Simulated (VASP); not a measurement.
```xyz
2
Lattice="1.4900 -2.5808 0.0000 1.4900 2.5808 0.0000 0.0000 0.0000 5.6200" Properties=species:S:1:pos:R:3 pbc="T T T"
Cd     1.4900     0.8603     1.4050
Cd     1.4900    -0.8603     4.2150
```

The numbers are results of revTPSS meta-GGA, VASP's PBE PAW potentials (set 64) (plane waves; VASP), not measurements. Settings: 520 eV cut-off, 13×13×6 Γ-centred mesh, first-order Methfessel-Paxton smearing of 0.10 eV, potentials Cd.

Energy and stress use the plane-wave basis of the starting cell.

**Question.** The ions, cell shape and volume are relaxed. Which structure does the run end with?

**Answer.** 
```xyz
2
Lattice="1.4888 -2.5787 0.0000 1.4888 2.5787 0.0000 0.0000 0.0000 5.4365" Properties=species:S:1:pos:R:3 pbc="T T T"
Cd     1.4888     0.8596     1.3591
Cd     1.4888    -0.8596     4.0774
```
Space group P6_3/mmc (194), at a tolerance of 0.03 Å.

**Question.** How do energy and volume change from the first to the last step?

**Answer.** The energy (σ→0) changes by -7.2 meV/atom and the volume by -3.4 %, in 8 ionic steps.

The compound is Cd in the hcp structure. This run relaxes it. Symmetry was kept, so distortions that lower it aren't found.
